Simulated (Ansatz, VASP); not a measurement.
## MgIr3 in VASP and in Ansatz

Contents of INCAR:

```
SYSTEM = MgIr3
PREC = Accurate
ENCUT = 520
EDIFF = 1E-7
ISMEAR = 0
SIGMA = 0.1
LREAL = .FALSE.
LASPH = .TRUE.
NELM = 100
ALGO = Normal
ISIF = 2
LWAVE = .FALSE.
LCHARG = .FALSE.
GGA = PE
NBANDS = 22
```

Contents of KPOINTS:

```
Automatic mesh
0
G
  12 12 12
  0 0 0
```

File POSCAR:

```
MgIr3
1.0
    0.0000000000      2.9595943889      2.9595943889
    2.9595943889      0.0000000000      2.9595943889
    2.9595943889      2.9595943889      0.0000000000
Mg Ir
1 3
Direct
    0.0000000000      0.0000000000      0.0000000000
    0.2500000000      0.2500000000      0.2500000000
    0.5000000000      0.5000000000      0.5000000000
    0.7500000000      0.7500000000      0.7500000000
```

Input for Ansatz:

```yaml
crystal:
  lattice:
    - [0.0, 2.9595943889, 2.9595943889]
    - [2.9595943889, 0.0, 2.9595943889]
    - [2.9595943889, 2.9595943889, 0.0]
  atoms:
    - { symbol: Mg, position: [0.0, 0.0, 0.0] }
    - { symbol: Ir, position: [0.25, 0.25, 0.25] }
    - { symbol: Ir, position: [0.5, 0.5, 0.5] }
    - { symbol: Ir, position: [0.75, 0.75, 0.75] }
basis:
  ecutwfc: 420
kpoints:
  mp_grid: { grid: [12, 12, 12] }
hamiltonian:
  xc: pbe
scf:
  occupations: { method: gaussian, width: 0.1 }
output:
  forces: true
  stress: true
  eigenvalues: true
```

Alike in both runs: task single point; functional PBE; k mesh 12 × 12 × 12; occupations gaussian, width 0.1 eV; no spin polarisation.

|  | VASP | Ansatz |
| --- | --- | --- |
| version | VASP 6.6.1 | Ansatz 0.2.0 |
| potentials or method | VASP PAW PBE potentials, release 64 (Mg, Ir) | scalar-relativistic, plane waves, PAW |
| plane-wave cutoff (eV) | 520 | 420 |
| valence electrons in the cell | 29 | 61 |

```csv
,VASP,Ansatz,Ansatz less VASP
gap on the k mesh at the Fermi level (eV),none,none,-
pressure (GPa),49.2,48.4,-0.80
```

A gap of «none» marks a metal or a gap that the smearing closes. The two sets of potentials don't hold the same shells in valence.

Caveats: so large a pressure means that the cell lies far from this level's equilibrium, or that cutoff or potentials fall short (VASP). Spin-orbit coupling is left out, which matters for the levels of Ir.
